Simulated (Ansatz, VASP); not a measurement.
**Two plane-wave programs on MoPb2**

```
CELL_PARAMETERS angstrom
5.32169 0.00000 0.00000
-2.66084 4.60872 0.00000
0.00000 0.00000 2.98051
ATOMIC_POSITIONS crystal
Mo 0.00000 0.00000 0.00000
Pb 0.33333 0.66667 0.50000
Pb 0.66667 0.33333 0.50000
```

Alike in both runs: functional PBE; k mesh 6 × 6 × 6; occupations gaussian, width 0.1 eV; no spin polarisation.

Ansatz relaxed the structure, and its values are those at the end. VASP's run is a single point on that final structure, the one shown.

```csv
,VASP,Ansatz
version,VASP 6.6.1,Ansatz 0.2.0
potentials or method,"VASP PAW PBE potentials, release 64 (Mo_sv, Pb_d)","scalar-relativistic, plane waves, PAW"
plane-wave cutoff (eV),520,420
valence electrons in the cell,42,42
```

```tsv
	VASP	Ansatz	Ansatz less VASP
gap on the k mesh at the Fermi level (eV)	none	none	-
pressure (GPa)	-0.1	-0.1	0.00
```

A gap of «none» marks a metal or a gap that the smearing closes.

Spin-orbit coupling is left out, which matters for the levels of Pb.
